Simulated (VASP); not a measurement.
# SmBe: structure and properties in VASP, part 3 of 4

What structure does SmBe take at this level, and what are its properties? The cell is invented: it takes the structure of a Materials Project entry for HoCd (space group 221 there), with all of its atoms replaced by other elements, volume scaled by an estimate. It may not be a known or stable phase.

VASP 6.6.1, plane waves and PAW; the level of theory is named at each step.

Still holding for the runs below: The cell holds one magnetic atom, so no antiferromagnetic order fits into it. Without U or exact exchange f electrons of an open shell on Sm come out too delocalised, which can shrink the cell and pin f bands at the Fermi level.

So far, moment of the cell, from the last line of the log (μB): step 2 (relaxing cell and atoms (vdW-DF)) 5.95.

The structure was built from a prototype and need not be the compound's stable phase.

**5. Bands along the symmetry lines (vdW-DF)**

This step: vdW-DF, spin-polarised from a ferromagnetic start; plane waves and PAW (Sm, Be); invented cell (VASP 6.6.1).

Levels along the symmetry lines show where the bands peak and cross; KPOINTS_OPT computes them in the converged potential.

File INCAR:

```
SYSTEM = SmBe
PREC = Accurate
ENCUT = 450
EDIFF = 1E-06
NELM = 100
ISMEAR = 1
SIGMA = 0.2
LREAL = .FALSE.
ALGO = Normal
GGA = RE
AGGAC = 0
LUSE_VDW = .TRUE.
LASPH = .TRUE.
NBANDS = 22
ISPIN = 2
MAGMOM = 5.449 0.023
LMAXMIX = 6
LORBIT = 11
LWAVE = .FALSE.
LCHARG = .FALSE.
```

File POSCAR:

```
SmBe
1.0
    3.5659977733      0.0000000000      0.0000000000
    0.0000000000      3.5659977733      0.0000000000
    0.0000000000      0.0000000000      3.5659977733
Sm Be
1 1
Direct
    0.5000000000      0.5000000000      0.5000000000
    0.0000000000      0.0000000000      0.0000000000
```

File KPOINTS:

```
Automatic mesh
0
Gamma
8 8 8
0 0 0
```

File KPOINTS_OPT:

```
Line mode
16
Line-mode
Reciprocal
  0.00000000   0.00000000   0.00000000 GAMMA
  0.00000000   0.50000000   0.00000000 X

  0.00000000   0.50000000   0.00000000 X
  0.50000000   0.50000000   0.00000000 M

  0.50000000   0.50000000   0.00000000 M
  0.00000000   0.00000000   0.00000000 GAMMA

  0.00000000   0.00000000   0.00000000 GAMMA
  0.50000000   0.50000000   0.50000000 R

  0.50000000   0.50000000   0.50000000 R
  0.00000000   0.50000000   0.00000000 X

  0.50000000   0.50000000   0.00000000 M
  0.50000000   0.50000000   0.50000000 R
```

The projector-augmented-wave data sets are Sm and Be (PBE family, release 64).

Started as:

```bash
$ mpirun -np 1 vasp_std
```

The program printed:

```text
[... set-up lines as in an earlier step ...]
 entering main loop
       N       E                     dE             d eps       ncg     rms          rms(c)
DAV:   1     0.994541378452E+02    0.99454E+02   -0.59914E+03  4272   0.273E+03
DAV:   2     0.772655415534E+01   -0.91728E+02   -0.83343E+02  4146   0.272E+02
DAV:   3    -0.352282608103E+01   -0.11249E+02   -0.10929E+02  4590   0.742E+01
DAV:   4    -0.549051727545E+01   -0.19677E+01   -0.18809E+01  5670   0.204E+01
DAV:   5    -0.557803041023E+01   -0.87513E-01   -0.87394E-01  4596   0.623E+00    0.305E+01
DAV:   6    -0.124699339733E+02   -0.68919E+01   -0.11359E+01  3988   0.845E+01    0.615E+01
DAV:   7    -0.910736954111E+01    0.33626E+01   -0.20662E+00  3932   0.315E+01    0.250E+01
DAV:   8    -0.890865120388E+01    0.19872E+00   -0.21848E+01  3918   0.567E+01    0.343E+01
DAV:   9    -0.800232700769E+01    0.90632E+00   -0.95564E-01  5768   0.124E+01    0.192E+01
DAV:  10    -0.742510211477E+01    0.57722E+00   -0.89218E-01  4338   0.211E+01    0.103E+01
DAV:  11    -0.761301887973E+01   -0.18792E+00   -0.51464E-01  5730   0.625E+00    0.981E+00
DAV:  12    -0.761803140389E+01   -0.50125E-02   -0.73938E-03  5122   0.811E-01    0.953E+00
DAV:  13    -0.760357929600E+01    0.14452E-01   -0.29183E-03  5492   0.598E-01    0.904E+00
DAV:  14    -0.756999902343E+01    0.33580E-01   -0.44560E-02  4204   0.278E+00    0.630E+00
DAV:  15    -0.756536688424E+01    0.46321E-02   -0.10589E-01  4714   0.461E+00    0.119E+00
DAV:  16    -0.756572642110E+01   -0.35954E-03   -0.50740E-03  5106   0.639E-01    0.623E-01
DAV:  17    -0.756604183926E+01   -0.31542E-03   -0.38463E-04  5458   0.260E-01    0.431E-01
DAV:  18    -0.756591130400E+01    0.13054E-03   -0.70972E-04  4808   0.413E-01    0.301E-01
DAV:  19    -0.756600351424E+01   -0.92210E-04   -0.24648E-04  5088   0.183E-01    0.147E-01
DAV:  20    -0.756603807771E+01   -0.34563E-04   -0.32987E-05  4926   0.581E-02    0.774E-02
DAV:  21    -0.756604042615E+01   -0.23484E-05   -0.52277E-05  5106   0.879E-02    0.151E-02
DAV:  22    -0.756604295771E+01   -0.25316E-05   -0.22746E-06  3458   0.210E-02    0.192E-02
DAV:  23    -0.756604303130E+01   -0.73594E-07   -0.97566E-07  2090   0.141E-02
   1 F= -.75660430E+01 E0= -.75556286E+01  d E =-.312432E-01  mag=     5.9514
 Start KPOINTS_OPT (optional k-point list driver)
k-point batch [1-35\96]
       N       E                     dE             ncg
DAV:   1    -0.946670630943E+03   -0.14898E+05     4222
DAV:   2    -0.432928390934E+04   -0.33826E+04     4182
DAV:   3    -0.475711480501E+04   -0.42783E+03     4826
DAV:   4    -0.480387139025E+04   -0.46757E+02     5718
DAV:   5    -0.480659499451E+04   -0.27236E+01     4518
DAV:   6    -0.480681604097E+04   -0.22105E+00     5212
DAV:   7    -0.480683193406E+04   -0.15893E-01     4598
DAV:   8    -0.480683267410E+04   -0.74004E-03     5244
DAV:   9    -0.480683272318E+04   -0.49078E-04     3988
DAV:  10    -0.480683272613E+04   -0.29543E-05     3240
DAV:  11    -0.480683272634E+04   -0.20871E-06     2530
[...]
k-point batch [71-96\96]
       N       E                     dE             ncg
DAV:   1     0.550237190074E+04   -0.17072E+05     3178
DAV:   2     0.306105640064E+04   -0.24413E+04     3176
DAV:   3     0.277261882762E+04   -0.28844E+03     3586
DAV:   4     0.274065633381E+04   -0.31962E+02     4366
DAV:   5     0.273830261058E+04   -0.23537E+01     3390
DAV:   6     0.273809042410E+04   -0.21219E+00     3926
DAV:   7     0.273807709608E+04   -0.13328E-01     3478
DAV:   8     0.273807628483E+04   -0.81125E-03     3902
DAV:   9     0.273807622257E+04   -0.62261E-04     3102
DAV:  10     0.273807621809E+04   -0.44746E-05     2744
DAV:  11     0.273807621788E+04   -0.20805E-06     2054
```

It took 5.7 min on 1 MPI rank of AMD EPYC 7R43, shared host; peak memory 0.34 GiB.

OUTCAR, selected parts (step 5):

```text
   k-points           NKPTS =     35   k-points in BZ     NKDIM =     35   number of bands    NBANDS=     22

   NELECT =      18.0000    total number of electrons

 E-fermi :   3.1411

 spin component 1
 k-point     1 :       0.0000    0.0000    0.0000
  band No.  band energies     occupation
    ...
     10       3.0241      0.91325
     11       3.0241      0.91315
     12       3.0241      0.91315
     13       3.1232      0.57548
     14       3.1232      0.57548
     15       7.1280     -0.00000
     16       7.1281     -0.00000
     17       7.1281     -0.00000
     18       8.4258      0.00000
     19       8.4258      0.00000
    ...

 k-point     2 :       0.1250    0.0000    0.0000
  band No.  band energies     occupation
    ...
      9       2.6143      1.00062
     10       2.9609      1.01153
     11       3.0323      0.89328
     12       3.0323      0.89318
     13       3.1200      0.58861
     14       3.2780      0.04568
     15       6.4225     -0.00000
     16       6.4225     -0.00000
     17       6.9953     -0.00000
     18       8.4807      0.00000
    ...

Total vdW correction in eV:      2.7560688

  Total        0.0123878      0.0123878      0.0123878      0.0000000     -0.0000000      0.0000000
  in kB        0.4376847      0.4376847      0.4376847      0.0000000     -0.0000000      0.0000000
  external PRESSURE =       0.4376847 kB  Pullay stress =       0.0000000 kB

  FREE ENERGIE OF THE ION-ELECTRON SYSTEM (eV)
  ---------------------------------------------------
  free  energy   TOTEN  =        -7.5660430313 eV

  energy  without entropy=       -7.5347998810  energy(sigma->0) =       -7.55562865

Total vdW correction in eV:      2.7559922

 magnetization (x)
# of ion       s       p       d       f       tot
--------------------------------------------------
    1       -0.014  -0.086   0.098   5.452   5.449
    2       -0.009   0.032   0.000   0.000   0.023
--------------------------------------------------
tot         -0.023  -0.054   0.098   5.452   5.472

[... 8 parts as in an earlier step ...]

[... 14 further parts left out ...]
```

Spin-orbit coupling is off here; it can split and shift levels that hold much weight on Sm by tenths of an eV or more.

Numbers from this step:

```
SCF cycles : 23
bands      : 22
pressure   : 0.04377 GPa
```

Spin up. Electronic bands along the path, in eV, zero at the Fermi level; # counts the bands kept in this run, so #1 is VASP's band 5:

```tsv
point	#5	#6	#7	#8	#9	#10	#11	#12
Γ	-0.54	-0.12	-0.12	-0.12	-0.02	-0.02	3.99	3.99
0.47 of the way	-0.50	-0.27	-0.22	-0.09	-0.09	0.38	2.45	2.45
X	-0.42	-0.42	-0.25	-0.03	-0.03	0.85	1.38	1.38
0.53 of the way	-0.53	-0.38	-0.35	-0.03	0.00	0.87	1.53	2.13
M	-0.35	-0.35	-0.35	0.04	0.49	0.69	0.69	3.24
0.53 of the way	-0.45	-0.42	-0.23	-0.06	0.11	0.37	1.83	2.46
Γ	-0.54	-0.12	-0.12	-0.12	-0.02	-0.02	3.99	3.99
0.47 of the way	-0.56	-0.42	-0.42	-0.06	0.37	0.37	1.37	2.75
R	-0.51	-0.51	-0.51	0.01	0.01	0.01	1.17	6.85
0.47 of the way	-0.52	-0.51	-0.49	-0.01	0.09	0.13	2.87	3.03
X	-0.42	-0.42	-0.25	-0.03	-0.03	0.85	1.38	1.38
jump to M	-0.35	-0.35	-0.35	0.04	0.49	0.69	0.69	3.24
0.47 of the way	-0.50	-0.50	-0.47	0.03	0.11	0.11	2.29	2.87
R	-0.51	-0.51	-0.51	0.01	0.01	0.01	1.17	6.85
```

Of the projections kept (Sm, Be), the largest for each band there, as a share of the weight inside these atoms' spheres; weight between the spheres isn't counted:

```tsv
point	#5	#6	#7	#8	#9	#10	#11	#12
Γ	Sm 0.99	Sm 1.00	Sm 1.00	Sm 1.00	Sm 1.00	Sm 1.00	Be 0.80	Be 0.80
X	Sm 1.00	Sm 1.00	Sm 1.00	Sm 1.00	Sm 1.00	Sm 1.00	Sm 0.65	Sm 0.65
M	Sm 0.95	Sm 0.95	Sm 1.00	Sm 1.00	Sm 1.00	Sm 0.72	Sm 0.72	Sm 1.00
Γ	Sm 0.99	Sm 1.00	Sm 1.00	Sm 1.00	Sm 1.00	Sm 1.00	Be 0.80	Be 0.80
R	Sm 1.00	Sm 1.00	Sm 1.00	Sm 1.00	Sm 1.00	Sm 1.00	Be 0.54	Sm 1.00
X	Sm 1.00	Sm 1.00	Sm 1.00	Sm 1.00	Sm 1.00	Sm 1.00	Sm 0.65	Sm 0.65
```

Spin down. Electronic bands along the path, in eV, zero at the Fermi level; # counts the bands kept in this run, so #1 is VASP's band 5:

```tsv
point	#1	#2	#3	#4	#5	#6
Γ	-5.33	0.78	0.78	2.94	2.94	2.94
0.47 of the way	-4.53	0.19	1.14	2.51	2.51	3.04
X	-2.38	-2.26	1.77	1.86	1.86	2.95
0.53 of the way	-2.69	-1.18	0.84	2.34	2.43	3.30
M	-3.09	0.53	0.53	1.34	3.03	3.51
0.53 of the way	-3.85	0.02	0.77	2.35	2.51	3.23
Γ	-5.33	0.78	0.78	2.94	2.94	2.94
0.47 of the way	-3.34	0.33	0.33	1.36	3.02	3.02
R	-1.62	-1.62	-1.62	0.15	3.52	3.52
0.47 of the way	-2.49	-0.81	-0.56	2.43	3.07	3.25
X	-2.38	-2.26	1.77	1.86	1.86	2.95
jump to M	-3.09	0.53	0.53	1.34	3.03	3.51
0.47 of the way	-2.64	-0.66	-0.66	2.00	2.86	3.51
R	-1.62	-1.62	-1.62	0.15	3.52	3.52
```

Of the projections kept (Sm, Be), the largest for each band there, as a share of the weight inside these atoms' spheres; weight between the spheres isn't counted:

```tsv
point	#1	#2	#3	#4	#5	#6
Γ	Be 0.77	Sm 1.00	Sm 1.00	Sm 0.77	Sm 0.77	Sm 0.77
X	Be 0.54	Be 0.76	Sm 1.00	Sm 0.57	Sm 0.57	Sm 1.00
M	Be 0.65	Be 0.64	Be 0.64	Sm 1.00	Sm 0.86	Sm 0.99
Γ	Be 0.77	Sm 1.00	Sm 1.00	Sm 0.77	Sm 0.77	Sm 0.77
R	Sm 0.54	Sm 0.54	Sm 0.54	Be 0.79	Sm 1.00	Sm 1.00
X	Be 0.54	Be 0.76	Sm 1.00	Sm 0.57	Sm 0.57	Sm 1.00
```

There is no gap at this level.

**6. Total and projected DOS (vdW-DF)**

A density of states needs more k-points than a total energy, and tetrahedra (ISMEAR = -5) or a smearing that fits the mesh; LORBIT projects the states on the PAW spheres. The mesh is finer than in the run before.

INCAR, as its differences from that of step 5:

```diff
@@ -5,3 +5,3 @@
 NELM = 100
-ISMEAR = 1
+ISMEAR = -5
 SIGMA = 0.2
@@ -20 +20,2 @@
 LCHARG = .FALSE.
+NEDOS = 2001
```

POSCAR is that of step 5.

File KPOINTS:

```
Automatic mesh
0
Gamma
11 11 11
0 0 0
```

Started as:

```bash
$ mpirun -np 1 vasp_std
```

The program printed:

```text
[... set-up lines as in an earlier step ...]
 entering main loop
       N       E                     dE             d eps       ncg     rms          rms(c)
DAV:   1     0.103500385603E+03    0.10350E+03   -0.59757E+03  6794   0.279E+03
DAV:   2     0.854065303667E+01   -0.94960E+02   -0.85830E+02  6590   0.276E+02
DAV:   3    -0.366646503063E+01   -0.12207E+02   -0.11894E+02  7398   0.761E+01
DAV:   4    -0.548677824047E+01   -0.18203E+01   -0.17508E+01  9240   0.202E+01
DAV:   5    -0.557245514544E+01   -0.85677E-01   -0.85598E-01  7246   0.598E+00    0.305E+01
DAV:   6    -0.125105667138E+02   -0.69381E+01   -0.13026E+01  6354   0.862E+01    0.636E+01
DAV:   7    -0.916708928354E+01    0.33435E+01   -0.20575E+00  6352   0.313E+01    0.262E+01
DAV:   8    -0.886695181536E+01    0.30014E+00   -0.21641E+01  6210   0.579E+01    0.342E+01
DAV:   9    -0.799931218937E+01    0.86764E+00   -0.96836E-01  9460   0.116E+01    0.200E+01
DAV:  10    -0.752895425234E+01    0.47036E+00   -0.98925E-01  6848   0.217E+01    0.104E+01
DAV:  11    -0.761030211177E+01   -0.81348E-01   -0.19512E-01  8776   0.378E+00    0.103E+01
DAV:  12    -0.760728590941E+01    0.30162E-02   -0.48709E-03  8214   0.405E-01    0.103E+01
DAV:  13    -0.760826660257E+01   -0.98069E-03   -0.35360E-04  8658   0.115E-01    0.106E+01
DAV:  14    -0.757369147399E+01    0.34575E-01   -0.20565E-02  7310   0.159E+00    0.752E+00
DAV:  15    -0.754464131597E+01    0.29050E-01   -0.11350E-01  7542   0.440E+00    0.206E+00
DAV:  16    -0.754790443914E+01   -0.32631E-02   -0.65502E-03  8786   0.818E-01    0.243E+00
DAV:  17    -0.755129510793E+01   -0.33907E-02   -0.41589E-03  7260   0.103E+00    0.257E+00
DAV:  18    -0.754838276201E+01    0.29123E-02   -0.59943E-03  8274   0.879E-01    0.388E-01
DAV:  19    -0.754827988288E+01    0.10288E-03   -0.89462E-04  9366   0.343E-01    0.724E-02
DAV:  20    -0.754828337851E+01   -0.34956E-05   -0.28030E-05  8636   0.597E-02    0.713E-02
DAV:  21    -0.754827288279E+01    0.10496E-04   -0.91480E-06  7880   0.305E-02    0.587E-02
DAV:  22    -0.754827215875E+01    0.72404E-06   -0.10901E-05  7238   0.350E-02    0.256E-02
DAV:  23    -0.754827414365E+01   -0.19849E-05   -0.15293E-06  4608   0.150E-02    0.994E-03
DAV:  24    -0.754827562229E+01   -0.14786E-05   -0.39202E-07  3872   0.637E-03    0.100E-02
DAV:  25    -0.754827684923E+01   -0.12269E-05   -0.27269E-07  3116   0.785E-03    0.584E-03
DAV:  26    -0.754827750927E+01   -0.66004E-06   -0.95945E-08  2998   0.427E-03
   1 F= -.75482775E+01 E0= -.75482775E+01  d E =0.000000E+00  mag=     5.7940
 -----------------------------------------------------------------------------
|                                                                             |
|           W    W    AA    RRRRR   N    N  II  N    N   GGGG   !!!           |
|           W    W   A  A   R    R  NN   N  II  NN   N  G    G  !!!           |
|           W    W  A    A  R    R  N N  N  II  N N  N  G       !!!           |
|           W WW W  AAAAAA  RRRRR   N  N N  II  N  N N  G  GGG   !            |
|           WW  WW  A    A  R   R   N   NN  II  N   NN  G    G                |
|           W    W  A    A  R    R  N    N  II  N    N   GGGG   !!!           |
|                                                                             |
|     Tetrahedron method does not include variations of the Fermi             |
|     occupations, so forces and stress will be inaccurate. We suggest        |
|     using a different smearing scheme ISMEAR = 1 or 2 for metals in         |
|     relaxations.                                                            |
|                                                                             |
 -----------------------------------------------------------------------------
```

Elapsed: 4.9 min, on 1 MPI rank; peak memory 0.37 GiB.

Parts of OUTCAR (step 6):

```text
   k-points           NKPTS =     56   k-points in BZ     NKDIM =     56   number of bands    NBANDS=     22

   NELECT =      18.0000    total number of electrons

 E-fermi :   3.1085

 spin component 1
 k-point     1 :       0.0000    0.0000    0.0000
  band No.  band energies     occupation
    ...
      8       2.5805      1.00000
      9       2.5805      1.00000
     10       2.9999      1.00000
     11       2.9999      1.00000
     12       2.9999      1.00000
     13       3.1577      0.00000
     14       3.1577      0.00000
     15       7.1807      0.00000
     16       7.1807      0.00000
     17       7.1807      0.00000
    ...

 k-point     2 :       0.0909    0.0000    0.0000
  band No.  band energies     occupation
    ...
      8       2.5874      1.00000
      9       2.5874      1.00000
     10       2.9633      1.00000
     11       3.0043      1.00000
     12       3.0044      1.00000
     13       3.1688      0.00404
     14       3.2434      0.00000
     15       6.7279      0.00000
     16       6.7279      0.00000
     17       7.0830      0.00000
    ...

Total vdW correction in eV:      2.7570182

  Total       -0.0156891     -0.0156891     -0.0156891      0.0000000      0.0000000      0.0000000
  in kB       -0.5543267     -0.5543267     -0.5543267      0.0000000      0.0000000      0.0000000
  external PRESSURE =      -0.5543267 kB  Pullay stress =       0.0000000 kB

  FREE ENERGIE OF THE ION-ELECTRON SYSTEM (eV)
  ---------------------------------------------------
  free  energy   TOTEN  =        -7.5482775093 eV

  energy  without entropy=       -7.5482775093  energy(sigma->0) =       -7.54827751

Total vdW correction in eV:      2.7570139

 magnetization (x)
# of ion       s       p       d       f       tot
--------------------------------------------------
    1       -0.015  -0.091   0.075   5.448   5.416
    2       -0.013   0.011   0.000   0.000  -0.002
--------------------------------------------------
tot         -0.028  -0.081   0.075   5.448   5.414

[... 7 parts as in an earlier step ...]

[... 15 further parts left out ...]
```

Flat bands give spikes narrower than the energy grid here, so the curve is not tabled. With tetrahedra the forces and stress of a metal are not exact derivatives of the energy.

This step gave:

```yaml
scf_cycles: 26
irreducible_k_points: 56
free_energy_toten: -7.548 eV
fermi_energy: 3.108 eV
pressure: -0.05543 GPa
moment_of_the_cell_from_the_last_line_of_the_log: 5.794 μB
dos_at_the_fermi_level_one_point_of_the_energy_grid: 19.25 states/eV/cell
```

Spin moment in the PAW sphere by atom:

```tsv
atom	spin moment in the PAW sphere (μB)
Sm1	5.42
Be2	0.00
```

The finer mesh and the other smearing move the Fermi level by -0.03 eV from the 8×8×8 run, a small shift, which tests the Fermi level alone.

(Part 3 of 4 ends here.)

[Lines on the potential files, build, host, timing and source positions are cut from VASP's logs without a mark.]

[Logs are printed without paths, hosts, clocks, repeated set-up lines and the standing remarks that a program may print on its own settings, such as how far it seeks lower states.]

[Hosts, paths, dates, database ids (printed as entryN), source tags and the programs' standing remarks are cut or masked in the printed files.]

[A measured line is paired with the nearest computed mode of its activity, which favours agreement.]

[In band tables of VASP the shares of atoms and orbitals are scaled to a sum of 1 inside the atoms' spheres.]
